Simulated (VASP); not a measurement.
# FCClBrH in VASP: settings compared

Aim: see how the results for FCClBrH move with the level of theory and the settings. Levels: PBE, PBE+TS. Tasks: single point, relaxation of the atoms, atomic charges.

Everything below comes from runs of VASP 6.6.1. Logs are shortened: lines on timing, memory, paths and dates and some standing lists are left out, and cuts for length are marked.

## 1. The structure

The cell holds a molecule in a box, 5 atoms: a = 12.000 Å, b = 12.000 Å, c = 12.000 Å, α = 90.00°, β = 90.00°, γ = 90.00°.

## 2. Single point, PBE (atoms moved at random, drawn with an rms of 0.05 Å)

File INCAR:

```
PREC = Accurate ; ENCUT = 520
EDIFF = 1E-6 ; ISMEAR = 0
SIGMA = 0.01 ; LREAL = F
LASPH = T ; NELM = 60
ALGO = Normal ; ISIF = 2
LWAVE = F ; LCHARG = F
GGA = PE
```

File KPOINTS:

```
Automatic mesh
0
Gamma
  1 1 1
```

File POSCAR:

```
HCBrClF
1.0
   12.0000000000      0.0000000000      0.0000000000
    0.0000000000     12.0000000000      0.0000000000
    0.0000000000      0.0000000000     12.0000000000
F C Cl Br H
1 1 1 1 1
Direct
    0.4596270000      0.5125310000      0.6064350000
    0.5065080000      0.5063000000      0.5058720000
    0.6131270000      0.4119780000      0.5018460000
    0.3892570000      0.4669960000      0.4030510000
    0.5371670000      0.5870690000      0.4797100000
```

Potentials or basis: VASP PAW PBE potentials, release 64 (F, C, Cl, Br, H).

Run with:

```bash
cat potpaw_PBE.64/F/POTCAR potpaw_PBE.64/C/POTCAR potpaw_PBE.64/Cl/POTCAR potpaw_PBE.64/Br/POTCAR potpaw_PBE.64/H/POTCAR > POTCAR
mpirun -np 1 vasp_gam > vasp.out
```

OUTCAR:

```text
PREC = Accurate
   ENCUT = 520
   EDIFF = 1E-6
   ISMEAR = 0
   LREAL = F
   LASPH = T
   NELM = 60
   ISIF = 2
   GGA = PE

 ion  position               nearest neighbor table
   1  0.460  0.513  0.606-   2 1.33
   2  0.507  0.506  0.506-   5 1.08   1 1.33   3 1.71   4 1.93
   3  0.613  0.412  0.502-   2 1.71
   4  0.389  0.467  0.403-   2 1.93
   5  0.537  0.587  0.480-   2 1.08

  LATTYP: Found a simple cubic cell.
 ALAT       =    12.0000000000

  Lattice vectors:

 A1 = (  12.0000000000,   0.0000000000,   0.0000000000)
 A2 = (   0.0000000000,  12.0000000000,   0.0000000000)
 A3 = (   0.0000000000,   0.0000000000,  12.0000000000)

Analysis of symmetry for initial positions (statically):
=====================================================================
 Subroutine PRICEL returns:
 Original cell was already a primitive cell.

 Routine SETGRP: Setting up the symmetry group for a
 simple cubic supercell.

 Subroutine GETGRP returns: Found  1 space group operations
 (whereof  1 operations were pure point group operations)
 out of a pool of 48 trial point group operations.

The static configuration has the point symmetry C_1 .

Analysis of symmetry for dynamics (positions and initial velocities):
=====================================================================
 Subroutine PRICEL returns:
 Original cell was already a primitive cell.

 Routine SETGRP: Setting up the symmetry group for a
 simple cubic supercell.

 Subroutine GETGRP returns: Found  1 space group operations
 (whereof  1 operations were pure point group operations)
 out of a pool of 48 trial point group operations.

The dynamic configuration has the point symmetry C_1 .

 Subroutine INISYM returns: Found  1 space group operations
 (whereof  1 operations are pure point group operations),
 and found     1 'primitive' translations

----------------------------------------------------------------------------------------

                                     Primitive cell

  volume of cell :    1728.0000

  direct lattice vectors                    reciprocal lattice vectors
    12.000000000  0.000000000  0.000000000     0.083333333  0.000000000  0.000000000
[... 67 lines left out ...]
   NELM   =     60;   NELMIN=  2; NELMDL= -5     # of ELM steps
   EDIFF  = 0.1E-05   stopping-criterion for ELM
   LREAL  =      F    real-space projection
   EDIFFG = 0.1E-04   stopping-criterion for IOM
   NSW    =      0    number of steps for IOM
   IBRION =     -1    ionic relax: 0-MD 1-quasi-New 2-CG
   NFREE  =      0    steps in history (QN), initial steepest desc. (CG)
   ISIF   =      2    stress and relaxation
   ISYM   =      2    0-nonsym 1-usesym 2-fastsym
   POTIM  = 0.5000    time-step for ionic-motion
   TEBEG  =    0.0;   TEEND  =   0.0 temperature during run
   PSTRESS=    0.0 pullay stress
   NELECT =      26.0000    total number of electrons
   NUPDOWN=      -1.0000    fix difference up-down
   EMIN   =  10.00;   EMAX   =-10.00  energy-range for DOS
   EFERMI =   0.00;   METHOD = LEGACY
   ISMEAR =     0;   SIGMA  =   0.01  broadening in eV -4-tet -1-fermi 0-gaus
   EFERMI_NEDOS =   21; number of points for ismear=-14 and -15
   IALGO  =     38    algorithm
   IMIX   =      4    mixing-type and parameters
     AMIX     =   0.40;   BMIX     =  1.00
     AMIX_MAG =   1.60;   BMIX_MAG =  1.00
  volume/ion in A,a.u.               =     345.60      2332.22
  Fermi-wavevector in a.u.,A,eV,Ry     =   0.404158  0.763748  2.222428  0.163344
  Thomas-Fermi vector in A             =   1.355594
   LORBIT       =      0    0 simple, 1 ext, 2 COOP (PROOUT), +10 PAW based schemes
   GGA     = PE    functional components
   LHFCALC =     F    Hartree Fock is set to
   AEXX    =    0.0000 exact exchange contribution
   IVDW    =     0    specifies the selected vdW correction
   LEPSILON=     F    determine dielectric tensor
   LRPA    =     F    only Hartree local field effects (RPA)
 non-spin polarized calculation
 Gauss-broadening in eV      SIGMA  =   0.01
  energy-cutoff  :      520.00
  volume of cell :     1728.00
 maximum number of plane-waves:     23293
 NGX is ok and might be reduce to    90
   NGX = 45   NGY = 45   NGZ = 45

 number of electron      25.9999998 magnetization

 Free energy of the ion-electron system (eV)
  ---------------------------------------------------
  ext. energy  EPLUGINS =         0.00000000
  ---------------------------------------------------
  free energy    TOTEN  =       -20.28414353 eV

  energy without entropy =      -20.28414353  energy(sigma->0) =      -20.28414353

 E-fermi :  -6.8186     XC(G=0):  -0.8147

 val. band max:       -6.8858639478   @ k =   0.0000   0.0000   0.0000
 cond. band min:      -1.6354955110   @ k =   0.0000   0.0000   0.0000
 fundamental gap:      5.2503684368
 Fermi energy:        -6.8185884838

 k-point     1 :       0.0000    0.0000    0.0000
  band No.  band energies     occupation
      1     -31.6746      2.00000
      2     -22.5664      2.00000
      3     -20.3555      2.00000
      4     -16.5663      2.00000
      5     -13.7588      2.00000
      6     -12.8641      2.00000
[... 9 lines left out ...]
     16      -0.2254      0.00000
     17       0.5119      0.00000

------------------------ aborting loop because EDIFF is reached ----------------------------------------

  FORCE on cell =-STRESS in cart. coord.  units (eV):
  Direction    XX          YY          ZZ          XY          YZ          ZX
  --------------------------------------------------------------------------------------
  -------------------------------------------------------------------------------------
  Total        2.1645364      1.2875435      2.6586164     -0.7185757      0.2663325      0.2300749
  in kB        2.0069277      1.1937922      2.4650317     -0.6662533      0.2469398      0.2133222
  external PRESSURE =       1.8885839 kB  Pullay stress =       0.0000000 kB

 VOLUME and BASIS-vectors are now :
 -----------------------------------------------------------------------------
  energy-cutoff  :      520.00
  volume of cell :     1728.00
      direct lattice vectors                 reciprocal lattice vectors
    12.000000000  0.000000000  0.000000000     0.083333333  0.000000000  0.000000000
     0.000000000 12.000000000  0.000000000     0.000000000  0.083333333  0.000000000
     0.000000000  0.000000000 12.000000000     0.000000000  0.000000000  0.083333333

 POSITION                                       TOTAL-FORCE (eV/Angst)
 -----------------------------------------------------------------------------------
      5.51552      6.15037      7.27722        -0.318213      0.139796      1.578675
      6.07810      6.07560      6.07046        -0.201298      0.395337     -1.014785
      7.35752      4.94374      6.02215         0.959819     -0.789497      0.134021
      4.67108      5.60395      4.83661        -0.566032     -0.154701     -0.678435
      6.44600      7.04483      5.75652         0.125724      0.409064     -0.019476
 -----------------------------------------------------------------------------------
    total drift:                               -0.001287      0.001870      0.001399

  FREE ENERGIE OF THE ION-ELECTRON SYSTEM (eV)
  ---------------------------------------------------
  free  energy   TOTEN  =       -20.2841435256 eV

  energy  without entropy=      -20.2841435256  energy(sigma->0) =      -20.28414353
```

Run time: 3.2 min. Hardware: 1 thread of AMD EPYC 7R43 (Zen 3), shared host; peak memory 1.2 GiB.

What came out:

```
Free energy                     : -20.2841 eV
Largest force                   : 1.616 eV/Å
Gap between the frontier levels : 5.25 eV
```

Forces in eV/Å, atoms in the order of the input:
```
F   -0.318  0.140  1.579
C   -0.201  0.395 -1.015
Cl   0.960 -0.789  0.134
Br  -0.566 -0.155 -0.678
H    0.126  0.409 -0.019
```

## 3. Relaxation of the atoms, PBE (atoms moved at random, drawn with an rms of 0.02 Å)

File INCAR:

```
SYSTEM = HCBrClF
ALGO     = Normal         ! electronic algorithm
EDIFF    = 1E-6           ! SCF threshold, eV
EDIFFG   = -0.01          ! ionic threshold
ENCUT    = 520            ! plane-wave cutoff, eV
GGA      = PE             ! functional
IBRION   = 2              ! ionic algorithm
ISIF     = 2              ! what is computed and relaxed
ISMEAR   = 0              ! smearing method
LASPH    = .TRUE.         ! aspherical terms in the spheres
LCHARG   = .FALSE.        ! write CHGCAR
LREAL    = .FALSE.        ! projectors in reciprocal space
LWAVE    = .FALSE.        ! write WAVECAR
NELM     = 60             ! most SCF steps
NSW      = 60             ! ionic steps
PREC     = Accurate       ! precision mode
SIGMA    = 0.01           ! smearing width, eV
```

File KPOINTS:

```
k-points
0
G
  1 1 1
  0 0 0
```

File POSCAR:

```
HCBrClF
1.0
   12.0000000000      0.0000000000      0.0000000000
    0.0000000000     12.0000000000      0.0000000000
    0.0000000000      0.0000000000     12.0000000000
F C Cl Br H
1 1 1 1 1
Direct
    0.4596670000      0.5137740000      0.6059950000
    0.5023700000      0.5066160000      0.5047110000
    0.6156220000      0.4135920000      0.5017250000
    0.3876960000      0.4645150000      0.3997080000
    0.5321290000      0.5898560000      0.4760620000
```

Potentials or basis: VASP PAW PBE potentials, release 64 (F, C, Cl, Br, H).

Run with:

```bash
cat potpaw_PBE.64/F/POTCAR potpaw_PBE.64/C/POTCAR potpaw_PBE.64/Cl/POTCAR potpaw_PBE.64/Br/POTCAR potpaw_PBE.64/H/POTCAR > POTCAR
mpirun -np 1 vasp_gam > vasp.out
```

Run time: 19 min. Hardware: 1 thread of AMD EPYC 7R43 (Zen 3), shared host; peak memory 1.3 GiB.

Results (log left out):

```yaml
Free_energy: -20.3689 eV
Energy_gained_by_relaxing: 11.3 meV/atom
Ionic_steps: 15
Largest_force_after_relaxing: 0.009 eV/Å
Gap_between_the_frontier_levels: 5.04 eV
```

Forces in eV/Å, atoms in the order of the input:
```
F   -0.005 -0.001 -0.005
C    0.001  0.008  0.005
Cl   0.001 -0.002 -0.003
Br   0.000 -0.003  0.001
H    0.002 -0.002  0.001
```

The path:
```tsv
step	energy change (eV)	largest force (eV/Å)	pressure (GPa)
1	0.0000	2.0605	0.09
2	0.2410	5.1446	-0.07
3	-0.0517	0.3157	0.02
4	-0.0518	0.3211	0.02
5	-0.0547	0.2924	-0.02
6	-0.0551	0.1764	-0.01
7	-0.0562	0.1325	-0.01
8	-0.0563	0.0790	-0.01
9	-0.0565	0.0949	-0.01
10	-0.0565	0.0590	-0.01
11	-0.0566	0.0170	-0.01
12	-0.0566	0.0174	-0.01
13	-0.0566	0.0201	-0.01
14	-0.0566	0.0150	-0.01
15	-0.0566	0.0091	-0.01
```

Final structure:
```cif
data_structure
_symmetry_space_group_name_H-M 'P 1'
_symmetry_Int_Tables_number 1
_cell_length_a 12.0000
_cell_length_b 12.0000
_cell_length_c 12.0000
_cell_angle_alpha 90.000
_cell_angle_beta 90.000
_cell_angle_gamma 90.000
_cell_volume 1728.00
loop_
_atom_site_label
_atom_site_type_symbol
_atom_site_fract_x
_atom_site_fract_y
_atom_site_fract_z
_atom_site_occupancy
F1 F 0.45933 0.51395 0.60790 1
C1 C 0.50348 0.50745 0.50277 1
Cl1 Cl 0.61595 0.41350 0.50207 1
Br1 Br 0.38602 0.46360 0.39843 1
H1 H 0.53269 0.58985 0.47703 1
```

Levels at points of the mesh, in eV from the valence-band top:
| k point | band 9 | band 10 | band 11 | band 12 | band 13 | band 14 | band 15 | band 16 | band 17 |
| --- | --- | --- | --- | --- | --- | --- | --- | --- | --- |
| (0.00, 0.00, 0.00) | -2.34 | -1.19 | -0.73 | -0.16 | 0.00 | 5.04 | 6.42 | 6.60 | 7.46 |

[end of part 1 of 2]
